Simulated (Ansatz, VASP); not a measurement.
# HfPbO3 in two plane-wave programs, part 2 of 2

Aim: how closely do two programs agree when they are given the same cell, functional and k mesh? The two relaxations start from unlike cells of this crystal (the structure described is Ansatz's start), so only their ends are compared.

VASP 6.6.1 and Ansatz 0.2.0.

So far: The structure; VASP: relaxation of cell and atoms, LDA.

### 3. Ansatz: relaxation of cell and atoms, LDA

Level of this step: Ansatz beside VASP: Kohn-Sham DFT, plane waves, LDA (Ansatz).

Ansatz runs on its default PAW (the set named soft_2) files.

Its own start cell and the same functional (in two slightly different forms), mesh and smearing now go to Ansatz, which takes its cutoff from its data sets.

Contents of input.yaml:

```yaml
crystal:
  lattice:
    - [4.257, 0.0, 0.0]
    - [0.0, 4.257, 0.0]
    - [0.0, 0.0, 4.257]
  atoms:
    - { symbol: Pb, position: [0.0, 0.0, 0.0] }
    - { symbol: Hf, position: [0.5, 0.5, 0.5] }
    - { symbol: O, position: [0.5, 0.5, 0.0] }
    - { symbol: O, position: [0.5, 0.0, 0.5] }
    - { symbol: O, position: [0.0, 0.5, 0.5] }
kpoints:
  mp_grid: { grid: [6, 6, 6] }
hamiltonian:
  xc: lda
scf:
  occupations: { method: fermi_dirac, width: 0.02 }
relax:
  f_tol: 0.01
  max_steps: 80
  cell: {}
```

Run with:

```
> ansatz run input.yaml --threads 4 --pin off --max-ram 9216MiB --backend cpu --events-out ev --progress --plain --runs-dir out
```

Numbers of over 12 decimals in the logs are rounded to 6 here.

Output:

```text
Engine: ansatz 0.2.0, x86_64-unknown-linux-gnu
Pseudopotentials: kind: paw
Pseudopotential: Pb, paw, valence charge 14, recommended cutoff 420 eV (normal), Pb.paw.azcp
Pseudopotential: Hf, paw, valence charge 26, recommended cutoff 420 eV (normal), Hf.paw.azcp
Pseudopotential: O, paw, valence charge 6, recommended cutoff 420 eV (normal), O.paw.azcp
Functional definition: SPW92
  exchange = slater_x
  correlation = pw_c
Crystal: 5 atoms, lattice volume = 77.146 Å³
Basis set: ecut = 420 eV, 1503 PW (Γ)
Bands: 35, of which v1, the nominal top of the filled ones, is band 29 counted from 1 (28 counted from 0)
Symmetry: 48 space group operations
Space group: Pm-3m (ITA 221), of the structure as read, at distance tolerance 4.3e-5 Å
k-points: 20 of 216
Non-local potential: Pb, projectors of the file, l = 0: 2, l = 1: 2, l = 2: 2, l = 3: 2
Non-local potential: Hf, projectors of the file, l = 0: 3, l = 1: 2, l = 2: 2, l = 3: 3
Non-local potential: O, projectors of the file, l = 0: 2, l = 1: 2, l = 2: 1
PAW form: soft (Blöchl's): semilocal exchange-correlation on the pseudo side does not see the compensation charge
PAW frozen core: Pb, regenerated for the run's functional, and the local potential with it (the file was generated under x = pbe(κ = 0.804, μ = 0.219515), c = pbe(β = 0.066725))
PAW frozen core: Hf, regenerated for the run's functional, and the local potential with it (the file was generated under x = pbe(κ = 0.804, μ = 0.219515), c = pbe(β = 0.066725))
PAW frozen core: O, regenerated for the run's functional, and the local potential with it (the file was generated under x = pbe(κ = 0.804, μ = 0.219515), c = pbe(β = 0.066725))
PAW one-centre angular grid: Pb, 590 points (default); XC on 64 Gauss nodes
PAW one-centre angular grid: Hf, 590 points (default); XC on 64 Gauss nodes
PAW one-centre angular grid: O, 110 points (default); XC on 64 Gauss nodes
Initial density: superposition of atomic densities (neutral atoms: chi_scale 0, normalization atom), corrected by the library's trained network
Initial wavefunctions: pseudopotential atomic-orbital guess
Functional: x = slater, c = lda
SCF iter   1: F=—  HF=-28749.604245 eV  |F-HF|=—  |Δ(HF+E_count)|=         —  Δρ=1.85e-2  dr2=2.60e-1  ethr=1.77e-3  ⟨swp⟩=6.6  Hψ=2694  notcnv=0
preconditioner: auto → Resta (q_TF=auto, 2.602 Å⁻¹)  ε∞=4.9  [insulator: Δε(μ)=1.874 eV  Ē_g=15.992 eV  σ=0.020 eV  W_gap=1.00  n_scr=26 (ndim 8)  ℏωp=31.6 eV  f_vac=0.008  D(μ)=0.00/eV (n_scr^D=0)  ε∞_Penn≈4.9]
SCF iter   2: F=—  HF=-28749.552606 eV  |F-HF|=—  |Δ(HF+E_count)|=   5.16e-2  Δρ=6.37e-3  dr2=3.66e-2  ethr=4.48e-4  ⟨swp⟩=2.0  Hψ=954  notcnv=0  defer=29
SCF iter   3: F=—  HF=-28749.544329 eV  |F-HF|=—  |Δ(HF+E_count)|=   8.28e-3  Δρ=1.41e-3  dr2=1.22e-3  ethr=6.31e-5  ⟨swp⟩=2.0  Hψ=970  notcnv=0  defer=29
SCF iter   4: F=—  HF=-28749.544168 eV  |F-HF|=—  |Δ(HF+E_count)|=   1.61e-4  Δρ=5.12e-4  dr2=1.14e-4  ethr=2.11e-6  ⟨swp⟩=2.0  Hψ=1332  notcnv=0  defer=29
SCF iter   5: F=—  HF=-28749.543897 eV  |F-HF|=—  |Δ(HF+E_count)|=   2.70e-4  Δρ=1.38e-4  dr2=7.90e-6  ethr=1.97e-7  ⟨swp⟩=2.2  Hψ=1197  notcnv=0  defer=29
SCF iter   6: F=—  HF=-28749.543888 eV  |F-HF|=—  |Δ(HF+E_count)|=   9.53e-6  Δρ=6.21e-5  dr2=2.01e-6  ethr=1.36e-8  ⟨swp⟩=2.0  Hψ=1168  notcnv=0  defer=28
SCF iter   7: F=-28749.543887 eV  HF=-28749.543887 eV  |F-HF|=1.99e-9  |Δ(HF+E_count)|=   6.23e-7  Δρ=4.34e-6  dr2=1.72e-8  ethr=1.72e-10  ⟨swp⟩=3.1  Hψ=3000  notcnv=0
SCF 1 converged in 7 iterations: F = -28749.543887 eV  dr2 = 1.72e-8
  greatest PAW one-centre occupation: 0.999 electrons in one spin orbital (limit 2), on the Hf atom at site 1 (counted from 0), in its partial waves of l = 3
relax step   1: F+E_penalty+E_count = -28749.54388710 eV  Δ(F+E_penalty+E_count) = +0.000e0 eV  max|allowed force component| = 3.918e-29 eV/Å  Δτ_max = 0.0000 Å  P = -17.987 GPa  Ω = 77.146 Å³  (7 SCF iters, dr2 threshold 1.00e-7 eV, accepted)
[...]
relax step   4: F+E_penalty+E_count = -28750.13626266 eV  Δ(F+E_penalty+E_count) = -3.223e-3 eV  max|allowed force component| = 1.386e-29 eV/Å  Δτ_max = 0.0000 Å  P = -0.048 GPa  Ω = 68.313 Å³  energy of the carried Pulay correction = +4.157e-2 eV  (6 SCF iters, dr2 threshold 5.00e-7 eV, accepted)
[...]
relax step   5: F+E_penalty+E_count = -28750.11352718 eV  Δ(F+E_penalty+E_count) = +2.274e-2 eV  max|allowed force component| = 1.170e-29 eV/Å  Δτ_max = 0.0000 Å  P = -0.687 GPa  Ω = 68.313 Å³  stress off target by 6.87e-1 GPa  SCF on the basis re-selected at this cell (its energy is not comparable with the rows above)  (7 SCF iters)
[...]
relax step   6: F+E_penalty+E_count = -28750.11516667 eV  Δ(F+E_penalty+E_count) = -1.639e-3 eV  max|allowed force component| = 1.695e-29 eV/Å  Δτ_max = 0.0000 Å  P = -0.001 GPa  Ω = 68.070 Å³  energy of the carried Pulay correction = +1.117e-3 eV  (6 SCF iters, dr2 threshold 5.00e-7 eV, accepted)
[...]
relax step   7: F+E_penalty+E_count = -28750.11451284 eV  Δ(F+E_penalty+E_count) = +6.538e-4 eV  max|allowed force component| = 1.692e-29 eV/Å  Δτ_max = 0.0000 Å  P = -0.016 GPa  Ω = 68.070 Å³  stress off target by 1.65e-2 GPa  SCF on the basis re-selected at this cell (its energy is not comparable with the rows above)  (6 SCF iters)
basis re-selected at this cell: Δ(F+E_penalty+E_count) = +6.538e-4 eV, ΔP = -0.016 GPa vs the last step (what re-selecting the basis moved, of the pressure what is left beyond the Pulay correction that the steps carried, after the strain that the cell walked since its last selection, with what the two solves' SCF thresholds leave and, on support functions, any second-order correction that the steps lacked; it is no m [...]
SCF converged after 6 iterations
Free energy (F): -28750.114513 eV
Harris-Foulkes:  -28750.114513 eV  (|F-HF|=3.64e-12)
Internal energy: -28750.114513 eV  (E = F + TS)
E sigma→0 (E₀):  -28750.114513 eV
Fermi energy:    12.918967 eV
--- Per-component energies (eV) ---
  E_band       = -44.215419
  E_kinetic    = 1233.144556
  E_local      = -8091.005289  (includes V_loc(G=0)·N_el)
  E_nonlocal   = -725.967579
  E_hartree    = 3624.649098
  E_xc         = -735.813858
  E_vxc        = -681.658974  (∫ρ·V_xc dr)
  E_paw        = -17227.386482  (= ΣΔE_a)
  E_vpaw       = 971.966123  (= ΣTr[D̂ρ^β])
  E_aug_tail   = 0.007573  (compensation charges beyond the density's cutoff)
  E_ewald      = -6830.412824
  E_core_change = 2.670293  (= ΣΔE_core)
  E_smearing   = -0.000000  (= −TS)
  E_closure    = -0.000000  (closes the sum)
  Σ components = -28750.114513   (vs F -28750.114513, Δ=0.00e0)
--- Forces (eV/Å), atoms counted from 1 ---
  atom   1  Pb     0.00000000    -0.00000000    -0.00000000
  atom   2  Hf     0.00000000    -0.00000000     0.00000000
  atom   3  O      0.00000000     0.00000000     0.00000000
  atom   4  O     -0.00000000    -0.00000000     0.00000000
  atom   5  O      0.00000000     0.00000000     0.00000000
  max |Σ_I F_I| component: 2.06e-29 eV/Å
--- Stress (GPa, compression-positive) ---
       -0.016488       0.000000       0.000000
        0.000000      -0.016488       0.000000
        0.000000       0.000000      -0.016488
  P = ⅓ Tr σ = -0.0165 GPa (-0.165 kbar)
--- Relaxed structure (5 steps of the walk, 5 accepted, 2 SCFs on fresh bases) ---
  F+E_penalty+E_count = -28750.11451284 eV   max|allowed force component| = 1.692e-29 eV/Å   (the final SCF, on the basis selected at the relaxed cell)
  cell:  # Å, volume = 68.0704 Å³
    - [4.083064, 0, 0]
    - [0, 4.083064, 0]
    - [0, 0, 4.083064]
  atoms:
    - { symbol: Pb, position: [0, 0, 0] }
    - { symbol: Hf, position: [0.5, 0.5, 0.5] }
    - { symbol: O, position: [0.5, 0.5, 0] }
    - { symbol: O, position: [0.5, 0, 0.5] }
    - { symbol: O, position: [0, 0.5, 0.5] }
```

### 4. Side by side

Known differences besides the potentials themselves: the two LDA forms differ slightly; the data sets hold 58 valence electrons in Ansatz (on its default PAW (the set named soft_2) files) and 42 in VASP; the cutoff is 420 eV in Ansatz and 600 eV in VASP; VASP's log shows a relativistic correction to its local exchange, Ansatz's none; Ansatz adds a Pulay correction to the stress that steers its cell, VASP none. Total energies have different zeros and are not compared.

Compared:

| quantity | Ansatz | VASP | difference |
| --- | --- | --- | --- |
| volume (Å³) | 68.07 | 67.63 | +0.65 % |
| edge a after relaxation, in the typed setting (Å) | 4.083 | 4.074 | +0.22 % |

### 5. Summary of results

```json
{"difference in volume (relaxation of cell and atoms, LDA)": "0.65 %"}
```

In words: The difference in volume is 0.65 % (relaxation of cell and atoms, LDA), within the 1.2 % picked in this series as the mark of a large difference, as far as the stopping tolerances let one tell. The data sets hold unlike numbers of valence electrons (58 in Ansatz and 42 in VASP), so part of the differences comes from the potentials. How closely two codes agree says nothing of how well the functional describes the real material.

[Lines on the potential files, build, host, timing and source positions are cut from VASP's logs without a mark.]

[Logs are printed without paths, hosts, clocks, repeated set-up lines and the standing remarks that a program may print on its own settings, such as how far it seeks lower states.]

[Hosts, paths, dates, database ids (printed as entryN), source tags and the programs' standing remarks are cut or masked in the printed files.]
